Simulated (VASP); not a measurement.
Method: PBEsol GGA, VASP's PBE PAW potentials (set 64) (plane waves; VASP).

VASP input:

### POSCAR
```
Nb
1
   -2.5858050000     2.5858050000     1.4108460000
    2.5858050000    -2.5858050000     1.4108460000
    2.5858050000     2.5858050000    -1.4108460000
Nb
2
Direct
  0.7500000000   0.2500000000   0.5000000000
  0.0000000000   0.0000000000   0.0000000000
```

INCAR:
```
SYSTEM = Nb
PREC = Accurate; ENCUT = 400; LREAL = .False.
LASPH = .True.
EDIFF = 1E-6; NELM = 100; ALGO = Normal
LMAXMIX = 4
ISMEAR = 1; SIGMA = 0.1
GGA = PS
IBRION = 2; NSW = 60; ISIF = 3
EDIFFG = -0.01
LWAVE = .False.; LCHARG = .False.
```

File KPOINTS:
```
K-points
0
gamma
13 13 13
0 0 0
```

POTCAR, in this order: Nb_sv (PBE.64 set). Program: vasp_std.

Output of the run:

**OSZICAR**
```
       N       E                     dE             d eps       ncg     rms          rms(c)
DAV:   1     0.249541750663E+03    0.24954E+03   -0.13343E+04  6688   0.132E+03
DAV:   2    -0.608277847032E+01   -0.25562E+03   -0.25274E+03  8434   0.517E+02
DAV:   3    -0.209655060740E+02   -0.14883E+02   -0.14576E+02 12983   0.928E+01
DAV:   4    -0.213856962634E+02   -0.42019E+00   -0.41638E+00  8290   0.149E+01
DAV:   5    -0.214103322680E+02   -0.24636E-01   -0.24515E-01 11379   0.310E+00    0.105E+01
DAV:   6    -0.206997329931E+02    0.71060E+00   -0.15610E+00  9185   0.121E+01    0.380E+00
DAV:   7    -0.206296404881E+02    0.70093E-01   -0.56613E-01 11827   0.658E+00    0.136E+00
DAV:   8    -0.206380186067E+02   -0.83781E-02   -0.43288E-02  9556   0.228E+00    0.259E-01
DAV:   9    -0.206372601366E+02    0.75847E-03   -0.50800E-03  9795   0.694E-01    0.606E-02
DAV:  10    -0.206372383489E+02    0.21788E-04   -0.12543E-04 10520   0.126E-01    0.161E-02
DAV:  11    -0.206372404647E+02   -0.21158E-05   -0.77221E-06  8729   0.258E-02    0.458E-03
DAV:  12    -0.206372401114E+02    0.35326E-06   -0.54482E-07  6933   0.859E-03
   1 F= -.20637240E+02 E0= -.20637052E+02  d E =-.206372E+02
       N       E                     dE             d eps       ncg     rms          rms(c)
DAV:   1    -0.217003017240E+02   -0.10631E+01   -0.37819E+01  7296   0.810E+01    0.887E+00
DAV:   2    -0.208059174905E+02    0.89438E+00   -0.34777E+00  8510   0.224E+01    0.343E+00
DAV:   3    -0.205714463931E+02    0.23447E+00   -0.14097E+00 12123   0.111E+01    0.195E+00
DAV:   4    -0.205958415810E+02   -0.24395E-01   -0.12561E-01 10463   0.288E+00    0.747E-01
DAV:   5    -0.206151278863E+02   -0.19286E-01   -0.69214E-02 11779   0.185E+00    0.529E-01
DAV:   6    -0.206171477390E+02   -0.20199E-02   -0.60115E-03  8178   0.791E-01    0.214E-02
DAV:   7    -0.206171987580E+02   -0.51019E-04   -0.47684E-04 11136   0.146E-01    0.120E-02
DAV:   8    -0.206171999591E+02   -0.12011E-05   -0.21032E-05  8693   0.631E-02    0.233E-02
DAV:   9    -0.206171982961E+02    0.16630E-05   -0.43740E-06  8009   0.258E-02    0.275E-03
DAV:  10    -0.206171981218E+02    0.17434E-06   -0.25070E-07  4885   0.628E-03
   2 F= -.20617198E+02 E0= -.20617250E+02  d E =0.200420E-01
       N       E                     dE             d eps       ncg     rms          rms(c)
DAV:   1    -0.210463642047E+02   -0.42917E+00   -0.14379E+01  7232   0.505E+01    0.480E+00
DAV:   2    -0.207292742459E+02    0.31709E+00   -0.14842E+00  9227   0.139E+01    0.228E+00
DAV:   3    -0.206321589498E+02    0.97115E-01   -0.61612E-01 12440   0.730E+00    0.114E+00
DAV:   4    -0.206396877675E+02   -0.75288E-02   -0.55470E-02 10128   0.195E+00    0.445E-01
DAV:   5    -0.206483714277E+02   -0.86837E-02   -0.24099E-02 12491   0.111E+00    0.383E-01
DAV:   6    -0.206489767258E+02   -0.60530E-03   -0.40780E-03  8165   0.626E-01    0.635E-02
DAV:   7    -0.206490272137E+02   -0.50488E-04   -0.28224E-04  9731   0.123E-01    0.204E-02
DAV:   8    -0.206490296016E+02   -0.23879E-05   -0.20126E-05  9129   0.409E-02    0.211E-03
DAV:   9    -0.206490291760E+02    0.42561E-06   -0.74446E-07  5857   0.974E-03
   3 F= -.20649029E+02 E0= -.20648896E+02  d E =-.117891E-01
       N       E                     dE             d eps       ncg     rms          rms(c)
DAV:   1    -0.206490918751E+02   -0.62274E-04   -0.22022E-03  7464   0.618E-01    0.620E-02
DAV:   2    -0.206490402948E+02    0.51580E-04   -0.21719E-04  9126   0.171E-01    0.271E-02
DAV:   3    -0.206490253548E+02    0.14940E-04   -0.87719E-05 12438   0.871E-02    0.141E-02
DAV:   4    -0.206490275299E+02   -0.21752E-05   -0.78982E-06  8760   0.230E-02    0.544E-03
DAV:   5    -0.206490297637E+02   -0.22338E-05   -0.33401E-06  6642   0.154E-02    0.390E-03
DAV:   6    -0.206490304619E+02   -0.69816E-06   -0.82119E-07  3891   0.960E-03
   4 F= -.20649030E+02 E0= -.20648899E+02  d E =-.117904E-01
       N       E                     dE             d eps       ncg     rms          rms(c)
DAV:   1    -0.206501842644E+02   -0.11545E-02   -0.53313E-02  6685   0.234E+00    0.169E-01
DAV:   2    -0.206494424127E+02    0.74185E-03   -0.27151E-03  8846   0.500E-01    0.885E-02
DAV:   3    -0.206491625650E+02    0.27985E-03   -0.11206E-03 10072   0.287E-01    0.134E-02
DAV:   4    -0.206491621735E+02    0.39148E-06   -0.43709E-05  8198   0.773E-02    0.592E-03
DAV:   5    -0.206491626856E+02   -0.51203E-06   -0.13146E-06  7269   0.118E-02
   5 F= -.20649163E+02 E0= -.20649032E+02  d E =-.132224E-03
       N       E                     dE             d eps       ncg     rms          rms(c)
DAV:   1    -0.206496405961E+02   -0.47842E-03   -0.23902E-02  6696   0.156E+00    0.113E-01
DAV:   2    -0.206493089039E+02    0.33169E-03   -0.12196E-03  8914   0.335E-01    0.592E-02
DAV:   3    -0.206491837297E+02    0.12517E-03   -0.49871E-04 10135   0.191E-01    0.891E-03
DAV:   4    -0.206491836931E+02    0.36563E-07   -0.19308E-05  8204   0.512E-02    0.397E-03
DAV:   5    -0.206491840145E+02   -0.32145E-06   -0.49699E-07  5642   0.804E-03
   6 F= -.20649184E+02 E0= -.20649058E+02  d E =-.153553E-03
```

File OUTCAR:
```
------------------------ aborting loop because EDIFF is reached ----------------------------------------
  FORCE on cell =-STRESS in cart. coord.  units (eV):
  Direction    XX          YY          ZZ          XY          YZ          ZX
  --------------------------------------------------------------------------------------
  Total        0.0076999      0.0076999      0.0054270      0.0000000      0.0000000      0.0000000
  in kB        0.3355888      0.3355888      0.2365300      0.0000000      0.0000000      0.0000000
  external PRESSURE =       0.3025692 kB  Pullay stress =       0.0000000 kB
  volume of cell :       36.76
      direct lattice vectors                 reciprocal lattice vectors
    -2.559659881  2.559659881  1.402689768     0.000000000  0.195338452  0.356458008
     2.559659881 -2.559659881  1.402689768     0.195338452  0.000000000  0.356458008
     2.559659881  2.559659881 -1.402689768     0.195338452  0.195338452  0.000000000
 POSITION                                       TOTAL-FORCE (eV/Angst)
 -----------------------------------------------------------------------------------
      0.00000      2.55966      0.70134        -0.000000      0.000000      0.000000
      2.55966     -2.55966      1.40269         0.000000     -0.000000     -0.000000
 -----------------------------------------------------------------------------------
    total drift:                               -0.000000      0.000000      0.000000
  FREE ENERGIE OF THE ION-ELECTRON SYSTEM (eV)
  ---------------------------------------------------
  free  energy   TOTEN  =       -20.6491840145 eV

  energy  without entropy=      -20.6488054108  energy(sigma->0) =      -20.64905781

 reached required accuracy - stopping structural energy minimisation
```
(Selected blocks of OUTCAR.)

**CONTCAR**
```
Nb
   1.00000000000000
    -2.5596598811361169    2.5596598811361169    1.4026897680214458
     2.5596598811361169   -2.5596598811361169    1.4026897680214458
     2.5596598811361169    2.5596598811361169   -1.4026897680214458
  Nb
     2
Direct
     0.7500000000000000    0.2500000000000000    0.5000000000000000
     0.0000000000000000    1.0000000000000000    0.0000000000000000
```

Energy and stress use the plane-wave basis of the starting cell.

The structure was generated: Nb was put into the beta-Sn type (I4_1/amd), which need not be its known phase. This run relaxes it. Symmetry was kept, so distortions that lower it aren't found.
